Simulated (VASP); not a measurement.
# SbW2 (Fm-3m) in VASP: a series of runs

One crystal, SbW2, is run at these levels: PBE; tasks: band structure.

Everything below comes from runs of VASP 6.6.1. Logs are shortened: lines on timing, memory, paths and dates and some standing lists are left out, and cuts for length are marked.

## (1) Starting point

It takes space group Fm-3m (No. 225, cubic). Conventional cell: a = 6.266 Å, b = 6.266 Å, c = 6.266 Å, α = 90.00°, β = 90.00°, γ = 90.00°. Sb (site symmetry m-3m) has 8 W at 2.71 Å as nearest neighbours. W (site symmetry -43m) has 4 Sb at 2.71 Å as nearest neighbours.

The cell was built by a generator and needn't be a form met in nature.

## (2) Band structure, PBE

Contents of POSCAR:

```
SbW2
1.0
    0.0000000000      3.1330100000      3.1330100000
    3.1330100000      0.0000000000      3.1330100000
    3.1330100000      3.1330100000      0.0000000000
Sb W
1 2
Direct
    0.5000000000      0.5000000000      0.5000000000
    0.2500000000      0.2500000000      0.2500000000
    0.7500000000      0.7500000000      0.7500000000
```

Contents of INCAR.step1:

```
ALGO = Normal ; EDIFF = 1E-6
ENCUT = 600 ; GGA = PE
ISIF = 2 ; ISMEAR = -1
LASPH = True ; LCHARG = True
LMAXMIX = 4 ; LREAL = False
LWAVE = False ; NBANDS = 28
NELM = 80 ; PREC = Accurate
SIGMA = 0.05
```

Contents of KPOINTS.step1:

```
k-points
0
Gamma
  7 7 7
```

Contents of INCAR.step2:

```
ALGO = Normal ; EDIFF = 1E-6
ENCUT = 600 ; GGA = PE
ICHARG = 11 ; ISIF = 2
ISMEAR = 0 ; LASPH = True
LCHARG = False ; LMAXMIX = 4
LREAL = False ; LWAVE = False
NBANDS = 28 ; NELM = 80
PREC = Accurate ; SIGMA = 0.05
```

Contents of KPOINTS.step2:

```
path GXWKGLUWLK,UX
15
line-mode
reciprocal
 0.0000000000  0.0000000000  0.0000000000  G
 0.5000000000  0.0000000000  0.5000000000  X

 0.5000000000  0.0000000000  0.5000000000  X
 0.5000000000  0.2500000000  0.7500000000  W

 0.5000000000  0.2500000000  0.7500000000  W
 0.3750000000  0.3750000000  0.7500000000  K

 0.3750000000  0.3750000000  0.7500000000  K
 0.0000000000  0.0000000000  0.0000000000  G

 0.0000000000  0.0000000000  0.0000000000  G
 0.5000000000  0.5000000000  0.5000000000  L

 0.5000000000  0.5000000000  0.5000000000  L
 0.6250000000  0.2500000000  0.6250000000  U

 0.6250000000  0.2500000000  0.6250000000  U
 0.5000000000  0.2500000000  0.7500000000  W

 0.5000000000  0.2500000000  0.7500000000  W
 0.5000000000  0.5000000000  0.5000000000  L

 0.5000000000  0.5000000000  0.5000000000  L
 0.3750000000  0.3750000000  0.7500000000  K

 0.6250000000  0.2500000000  0.6250000000  U
 0.5000000000  0.0000000000  0.5000000000  X
```

Potentials or basis: VASP PAW PBE potentials, release 64 (Sb_d_GW, W_sv_GW).

Started as:

```sh
> cat potpaw_PBE.64/Sb_d_GW/POTCAR potpaw_PBE.64/W_sv_GW/POTCAR > POTCAR
> cp INCAR.step1 INCAR
> cp KPOINTS.step1 KPOINTS
> mpirun -np 1 vasp_std > vasp.out
> cp INCAR.step2 INCAR
> cp KPOINTS.step2 KPOINTS
> mpirun -np 1 vasp_std > vasp.out
```

OUTCAR:

```text
EDIFF = 1E-6
   ENCUT = 600
   GGA = PE
   ICHARG = 11
   ISIF = 2
   ISMEAR = 0
   LASPH = True
   LREAL = False
   NELM = 80
   PREC = Accurate

 ion  position               nearest neighbor table
   1  0.500  0.500  0.500-   2 2.71   2 2.71   2 2.71   3 2.71   3 2.71   3 2.71   3 2.71   2 2.71

   2  0.250  0.250  0.250-   1 2.71   1 2.71   1 2.71   1 2.71   3 3.13   3 3.13   3 3.13   3 3.13
                             3 3.13   3 3.13
   3  0.750  0.750  0.750-   1 2.71   1 2.71   1 2.71   1 2.71   2 3.13   2 3.13   2 3.13   2 3.13
                             2 3.13   2 3.13

  LATTYP: Found a face centered cubic cell.
 ALAT       =     6.2660200000

  Lattice vectors:

 A1 = (   0.0000000000,   3.1330100000,   3.1330100000)
 A2 = (   3.1330100000,   0.0000000000,   3.1330100000)
 A3 = (   3.1330100000,   3.1330100000,   0.0000000000)

Analysis of symmetry for initial positions (statically):
=====================================================================
 Subroutine PRICEL returns:
 Original cell was already a primitive cell.

 Routine SETGRP: Setting up the symmetry group for a
 face centered cubic supercell.

 Subroutine GETGRP returns: Found 48 space group operations
 (whereof 48 operations were pure point group operations)
 out of a pool of 48 trial point group operations.

The static configuration has the point symmetry O_h .

Analysis of symmetry for dynamics (positions and initial velocities):
=====================================================================
 Subroutine PRICEL returns:
 Original cell was already a primitive cell.

 Routine SETGRP: Setting up the symmetry group for a
 face centered cubic supercell.

 Subroutine GETGRP returns: Found 48 space group operations
 (whereof 48 operations were pure point group operations)
 out of a pool of 48 trial point group operations.

The dynamic configuration has the point symmetry O_h .

 Subroutine INISYM returns: Found 48 space group operations
 (whereof 48 operations are pure point group operations),
 and found     1 'primitive' translations

----------------------------------------------------------------------------------------

                                     Primitive cell

  volume of cell :      61.5057

  direct lattice vectors                    reciprocal lattice vectors
     0.000000000  3.133010000  3.133010000    -0.159590937  0.159590937  0.159590937
     3.133010000  0.000000000  3.133010000     0.159590937 -0.159590937  0.159590937
     3.133010000  3.133010000  0.000000000     0.159590937  0.159590937 -0.159590937

  length of vectors
     4.430745233  4.430745233  4.430745233     0.276419610  0.276419610  0.276419610

  position of ions in fractional coordinates (direct lattice)
     0.500000000  0.500000000  0.500000000
     0.250000000  0.250000000  0.250000000
     0.750000000  0.750000000  0.750000000

  ion indices of the primitive-cell ions
   primitive index   ion index
                 1           1
                 2           2
                 3           3

----------------------------------------------------------------------------------------

 KPOINTS: path GXWKGLUWLK,UX

Interpolating k-points between supplied coordinates.

 Line segments in fractional coordinates (reciprocal lattice):
    0.000000  0.000000  0.000000  ...  0.500000  0.000000  0.500000
    0.500000  0.000000  0.500000  ...  0.500000  0.250000  0.750000
    0.500000  0.250000  0.750000  ...  0.375000  0.375000  0.750000
    0.375000  0.375000  0.750000  ...  0.000000  0.000000  0.000000
    0.000000  0.000000  0.000000  ...  0.500000  0.500000  0.500000
    0.500000  0.500000  0.500000  ...  0.625000  0.250000  0.625000
    0.625000  0.250000  0.625000  ...  0.500000  0.250000  0.750000
    0.500000  0.250000  0.750000  ...  0.500000  0.500000  0.500000
    0.500000  0.500000  0.500000  ...  0.375000  0.375000  0.750000
    0.625000  0.250000  0.625000  ...  0.500000  0.000000  0.500000

 Generated    15 points on each line segment, for a total of    150 k-points:

 Following reciprocal coordinates:
            Coordinates               Weight
  0.000000  0.000000  0.000000      0.006667
  0.035714  0.000000  0.035714      0.006667
  0.071429  0.000000  0.071429      0.006667
  0.107143  0.000000  0.107143      0.006667
  0.142857  0.000000  0.142857      0.006667
  0.178571  0.000000  0.178571      0.006667
[... 16 lines left out ...]
  0.500000  0.125000  0.625000      0.006667
  0.500000  0.142857  0.642857      0.006667
 [... further k-points ...]
   k-points           NKPTS =    150   k-points in BZ     NKDIM =    150   number of bands    NBANDS=     28
   number of dos      NEDOS =    301   number of ions     NIONS =      3
   total plane-waves  NPLWV =  46656
   dimension x,y,z NGX =    36 NGY =   36 NGZ =   36
   dimension x,y,z NGXF=    72 NGYF=   72 NGZF=   72
   ions per type =               1   2
   NGX,Y,Z   is equivalent  to a cutoff of  13.51, 13.51, 13.51 a.u.
   NGXF,Y,Z  is equivalent  to a cutoff of  27.02, 27.02, 27.02 a.u.
 SYSTEM =  unknown system
   PREC   = accura    normal or accurate (medium, high low for compatibility)
   ISTART =      0    job   : 0-new  1-cont  2-samecut
   ICHARG =     11    charge: 1-file 2-atom 10-const
   ISPIN  =      1    spin polarized calculation?
   LNONCOLLINEAR =      F non collinear calculations
   LSORBIT =      F    spin-orbit coupling
   LASPH  =      T    aspherical Exc in radial PAW
   ENCUT  =  600.0 eV  44.10 Ry    6.64 a.u.   8.85  8.85  8.85*2*pi/ulx,y,z
   NELM   =     80;   NELMIN=  2; NELMDL=  0     # of ELM steps
   EDIFF  = 0.1E-05   stopping-criterion for ELM
   LREAL  =      F    real-space projection
   EDIFFG = 0.1E-04   stopping-criterion for IOM
   NSW    =      0    number of steps for IOM
   IBRION =     -1    ionic relax: 0-MD 1-quasi-New 2-CG
   NFREE  =      0    steps in history (QN), initial steepest desc. (CG)
   ISIF   =      2    stress and relaxation
   ISYM   =      2    0-nonsym 1-usesym 2-fastsym
   POTIM  = 0.5000    time-step for ionic-motion
   TEBEG  =    0.0;   TEEND  =   0.0 temperature during run
   PSTRESS=    0.0 pullay stress
   NELECT =      43.0000    total number of electrons
   NUPDOWN=      -1.0000    fix difference up-down
   EMIN   =  10.00;   EMAX   =-10.00  energy-range for DOS
   EFERMI =   0.00;   METHOD = LEGACY
   ISMEAR =     0;   SIGMA  =   0.05  broadening in eV -4-tet -1-fermi 0-gaus
   EFERMI_NEDOS =   21; number of points for ismear=-14 and -15
   IALGO  =     38    algorithm
   IMIX   =      4    mixing-type and parameters
     AMIX     =   0.40;   BMIX     =  1.00
     AMIX_MAG =   1.60;   BMIX_MAG =  1.00
  volume/ion in A,a.u.               =      20.50       138.35
  Fermi-wavevector in a.u.,A,eV,Ry     =   1.452979  2.745731 28.723894  2.111147
  Thomas-Fermi vector in A             =   2.570298
   LORBIT       =      0    0 simple, 1 ext, 2 COOP (PROOUT), +10 PAW based schemes
   GGA     = PE    functional components
   LHFCALC =     F    Hartree Fock is set to
   AEXX    =    0.0000 exact exchange contribution
   IVDW    =     0    specifies the selected vdW correction
   LEPSILON=     F    determine dielectric tensor
   LRPA    =     F    only Hartree local field effects (RPA)
 non-spin polarized calculation
 Gauss-broadening in eV      SIGMA  =   0.05
  energy-cutoff  :      600.00
  volume of cell :       61.51
 maximum number of plane-waves:      2085
 NGX is ok and might be reduce to    36

 number of electron      42.9999995 magnetization

 Free energy of the ion-electron system (eV)
  ---------------------------------------------------
  ext. energy  EPLUGINS =         0.00000000
  ---------------------------------------------------
  free energy    TOTEN  =       -29.86964888 eV

  energy without entropy =      -29.86306866  energy(sigma->0) =      -29.86635877

 E-fermi :   8.9782     XC(G=0): -12.0641

 val. band max:        8.9766811323   @ k =   0.1875   0.1875   0.3750
 cond. band min:       8.9815757247   @ k =   0.5982   0.1964   0.5982
 fundamental gap:      0.0048945923
 Fermi energy:         8.9782111115

 k-point     1 :       0.0000    0.0000    0.0000
  band No.  band energies     occupation
      1     -65.0880      2.00000
      2     -65.0584      2.00000
      3     -29.3881      2.00000
      4     -29.3881      2.00000
      5     -29.3881      2.00000
      6     -29.1830      2.00000
[... 20 lines left out ...]
     27      13.5717      0.00000
     28      13.6046      0.00000

 k-point     2 :       0.0357    0.0000    0.0357
  band No.  band energies     occupation
      1     -65.0879      2.00000
      2     -65.0585      2.00000
      3     -29.3883      2.00000
      4     -29.3883      2.00000
      5     -29.3850      2.00000
      6     -29.1863      2.00000
[... 20 lines left out ...]
     27      13.5012      0.00000
     28      13.9212      0.00000

 k-point     3 :       0.0714    0.0000    0.0714
  band No.  band energies     occupation
      1     -65.0876      2.00000
      2     -65.0587      2.00000
      3     -29.3889      2.00000
      4     -29.3889      2.00000
      5     -29.3757      2.00000
      6     -29.1961      2.00000
[... 20 lines left out ...]
     27      13.3171      0.00000
     28      13.9558      0.00000

 k-point     4 :       0.1071    0.0000    0.1071
  band No.  band energies     occupation
      1     -65.0869      2.00000
      2     -65.0591      2.00000
      3     -29.3899      2.00000
      4     -29.3899      2.00000
      5     -29.3611      2.00000
      6     -29.2117      2.00000
[... 20 lines left out ...]
     27      13.0480      0.00000
     28      13.6000      0.00000

 k-point     5 :       0.1429    0.0000    0.1429
  band No.  band energies     occupation
      1     -65.0860      2.00000
      2     -65.0598      2.00000
      3     -29.3912      2.00000
      4     -29.3912      2.00000
      5     -29.3417      2.00000
      6     -29.2324      2.00000
[... 20 lines left out ...]
     27      12.7668      0.00000
     28      13.2477      0.00000

 k-point     6 :       0.1786    0.0000    0.1786
  band No.  band energies     occupation
      1     -65.0851      2.00000
      2     -65.0608      2.00000
      3     -29.3930      2.00000
      4     -29.3930      2.00000
      5     -29.3184      2.00000
      6     -29.2573      2.00000
[... 463 lines left out ...]
      5     -29.3882      2.00000
      6     -29.1851      2.00000
[... 20 lines left out ...]
     27      12.4162      0.00000
     28      14.5875      0.00000

 k-point    22 :       0.5000    0.1071    0.6071
  band No.  band energies     occupation
      1     -65.0768      2.00000
      2     -65.0691      2.00000
      3     -29.4383      2.00000
      4     -29.4099      2.00000
      5     -29.3805      2.00000
      6     -29.1930      2.00000
[... 20 lines left out ...]
     27      12.4299      0.00000
     28      14.6612      0.00000

 k-point    23 :       0.5000    0.1250    0.6250
  band No.  band energies     occupation
      1     -65.0764      2.00000
      2     -65.0695      2.00000
      3     -29.4370      2.00000
      4     -29.4112      2.00000
      5     -29.3718      2.00000
      6     -29.2021      2.00000
[... 20 lines left out ...]
     27      12.4417      0.00000
     28      14.7509      0.00000

 k-point    24 :       0.5000    0.1429    0.6429
  band No.  band energies     occupation
      1     -65.0760      2.00000
      2     -65.0699      2.00000
      3     -29.4357      2.00000
      4     -29.4125      2.00000
      5     -29.3618      2.00000
      6     -29.2123      2.00000
[... 20 lines left out ...]
     27      12.4545      0.00000
     28      14.8598      0.00000

 [... further k-points ...]
[... 5 lines left out ...]
  --------------------------------------------------------------------------------------
  -------------------------------------------------------------------------------------
  Total        0.4713776      0.4713776      0.4713776     -0.0000000     -0.0000000     -0.0000000
  in kB       12.2790329     12.2790329     12.2790329     -0.0000000     -0.0000000     -0.0000000
  external PRESSURE =      12.2790329 kB  Pullay stress =       0.0000000 kB

 VOLUME and BASIS-vectors are now :
 -----------------------------------------------------------------------------
  energy-cutoff  :      600.00
  volume of cell :       61.51
      direct lattice vectors                 reciprocal lattice vectors
     0.000000000  3.133010000  3.133010000    -0.159590937  0.159590937  0.159590937
     3.133010000  0.000000000  3.133010000     0.159590937 -0.159590937  0.159590937
     3.133010000  3.133010000  0.000000000     0.159590937  0.159590937 -0.159590937

 POSITION                                       TOTAL-FORCE (eV/Angst)
 -----------------------------------------------------------------------------------
      3.13301      3.13301      3.13301         0.000000      0.000000      0.000000
      1.56651      1.56651      1.56651         0.000000     -0.000000     -0.000000
      4.69951      4.69951      4.69951        -0.000000     -0.000000      0.000000
 -----------------------------------------------------------------------------------
    total drift:                                0.000000      0.000000      0.000000

  FREE ENERGIE OF THE ION-ELECTRON SYSTEM (eV)
  ---------------------------------------------------
  free  energy   TOTEN  =       -29.8696488793 eV

  energy  without entropy=      -29.8630686551  energy(sigma->0) =      -29.86635877
```

Wall time 2.1 min (1 thread of Intel Xeon 6975P-C (Granite Rapids), shared host); peak memory 0.48 GiB.

Results:

| Item | Value |
| --- | --- |
| Band gap along the path | none (metal or under the smearing width) |

Levels at the corners of the path, in eV from the Fermi level:
```
point  band 19  band 20  band 21  band 22  band 23  band 24  band 25  band 26
    Γ    -3.03     0.80     1.65     1.65     1.65     3.51     3.52     4.54
    X    -2.75    -2.48     0.07     0.07     0.39     0.39     1.79     3.32
    X    -2.75    -2.48     0.07     0.07     0.39     0.39     1.79     3.32
    W    -1.89    -1.89    -0.31    -0.31     0.22     0.69     0.97     3.46
    W    -1.89    -1.89    -0.31    -0.31     0.22     0.69     0.97     3.46
    K    -2.05    -1.79    -0.28    -0.05     0.28     0.41     1.13     3.47
    K    -2.05    -1.79    -0.28    -0.05     0.28     0.41     1.13     3.47
    Γ    -3.03     0.80     1.65     1.65     1.65     3.51     3.51     4.54
    Γ    -3.03     0.80     1.65     1.65     1.65     3.51     3.51     4.54
    L    -1.45    -0.90    -0.84    -0.48    -0.48    -0.33    -0.33     4.32
    L    -1.45    -0.90    -0.84    -0.48    -0.48    -0.33    -0.33     4.32
    U    -2.05    -1.79    -0.28    -0.05     0.28     0.41     1.13     3.47
    U    -2.05    -1.79    -0.28    -0.05     0.28     0.41     1.13     3.47
    W    -1.89    -1.89    -0.31    -0.31     0.22     0.69     0.97     3.46
    W    -1.89    -1.89    -0.31    -0.31     0.22     0.69     0.97     3.46
    L    -1.45    -0.90    -0.84    -0.48    -0.48    -0.33    -0.33     4.32
    L    -1.45    -0.90    -0.84    -0.48    -0.48    -0.33    -0.33     4.32
    K    -2.05    -1.79    -0.28    -0.05     0.28     0.41     1.13     3.47
    U    -2.05    -1.79    -0.28    -0.05     0.28     0.41     1.13     3.47
    X    -2.75    -2.48     0.07     0.07     0.39     0.39     1.79     3.32
```

Caveat: the log is that of the step along the path at fixed density, whose energy, stress, charges and moments have no meaning; spin-orbit coupling is left out, which moves the levels of the heavy elements.

## (3) Band structure, PBE

POSCAR is that of step 2.

INCAR.step1, as its differences from that of step 2:

```diff
@@ -5,3 +5,3 @@
 LMAXMIX = 4 ; LREAL = False
-LWAVE = False ; NBANDS = 28
+LWAVE = False ; NBANDS = 24
 NELM = 80 ; PREC = Accurate
```

KPOINTS.step1 is that of step 2.

INCAR.step2, as its differences from that of step 2:

```diff
@@ -6,3 +6,3 @@
 LREAL = False ; LWAVE = False
-NBANDS = 28 ; NELM = 80
+NBANDS = 24 ; NELM = 80
 PREC = Accurate ; SIGMA = 0.05
```

KPOINTS.step2 is that of step 2.

Potentials or basis: VASP PAW PBE potentials, release 54 (Sb, W_sv).

Started as:

```sh
> cat potpaw_PBE.54/Sb/POTCAR potpaw_PBE.54/W_sv/POTCAR > POTCAR
> cp INCAR.step1 INCAR
> cp KPOINTS.step1 KPOINTS
> mpirun -np 1 vasp_std > vasp.out
> cp INCAR.step2 INCAR
> cp KPOINTS.step2 KPOINTS
> mpirun -np 1 vasp_std > vasp.out
```

Run time: 60 s. Hardware: 1 thread of Intel Xeon 6975P-C (Granite Rapids), shared host; peak memory 0.37 GiB.

Results (log left out):

- Band gap along the path: none (metal or under the smearing width)

Levels at the corners of the path, in eV from the Fermi level:
| point | band 14 | band 15 | band 16 | band 17 | band 18 | band 19 | band 20 | band 21 |
| --- | --- | --- | --- | --- | --- | --- | --- | --- |
| Γ | -3.03 | 0.83 | 1.65 | 1.65 | 1.65 | 3.51 | 3.51 | 4.52 |
| X | -2.76 | -2.48 | 0.08 | 0.08 | 0.39 | 0.39 | 1.79 | 3.33 |
| X | -2.76 | -2.48 | 0.08 | 0.08 | 0.39 | 0.39 | 1.79 | 3.33 |
| W | -1.90 | -1.90 | -0.31 | -0.31 | 0.22 | 0.69 | 0.96 | 3.47 |
| W | -1.90 | -1.90 | -0.31 | -0.31 | 0.22 | 0.69 | 0.96 | 3.47 |
| K | -2.05 | -1.79 | -0.28 | -0.05 | 0.28 | 0.41 | 1.13 | 3.48 |
| K | -2.05 | -1.79 | -0.28 | -0.05 | 0.28 | 0.41 | 1.13 | 3.48 |
| Γ | -3.03 | 0.83 | 1.65 | 1.65 | 1.65 | 3.51 | 3.51 | 4.52 |
| Γ | -3.03 | 0.83 | 1.65 | 1.65 | 1.65 | 3.51 | 3.51 | 4.52 |
| L | -1.45 | -0.91 | -0.84 | -0.48 | -0.48 | -0.32 | -0.32 | 4.35 |
| L | -1.45 | -0.91 | -0.84 | -0.48 | -0.48 | -0.32 | -0.32 | 4.35 |
| U | -2.05 | -1.79 | -0.28 | -0.05 | 0.28 | 0.41 | 1.13 | 3.48 |
| U | -2.05 | -1.79 | -0.28 | -0.05 | 0.28 | 0.41 | 1.13 | 3.48 |
| W | -1.90 | -1.90 | -0.31 | -0.31 | 0.22 | 0.69 | 0.96 | 3.47 |
| W | -1.90 | -1.90 | -0.31 | -0.31 | 0.22 | 0.69 | 0.96 | 3.47 |
| L | -1.45 | -0.91 | -0.84 | -0.48 | -0.48 | -0.32 | -0.32 | 4.35 |
| L | -1.45 | -0.91 | -0.84 | -0.48 | -0.48 | -0.32 | -0.32 | 4.35 |
| K | -2.05 | -1.79 | -0.28 | -0.05 | 0.28 | 0.41 | 1.13 | 3.48 |
| U | -2.05 | -1.79 | -0.28 | -0.05 | 0.28 | 0.41 | 1.13 | 3.48 |
| X | -2.76 | -2.48 | 0.08 | 0.08 | 0.39 | 0.39 | 1.79 | 3.33 |

Caveat: the log is that of the step along the path at fixed density, whose energy, stress, charges and moments have no meaning; spin-orbit coupling is left out, which moves the levels of the heavy elements.

(Continued in part 2 of 2.)
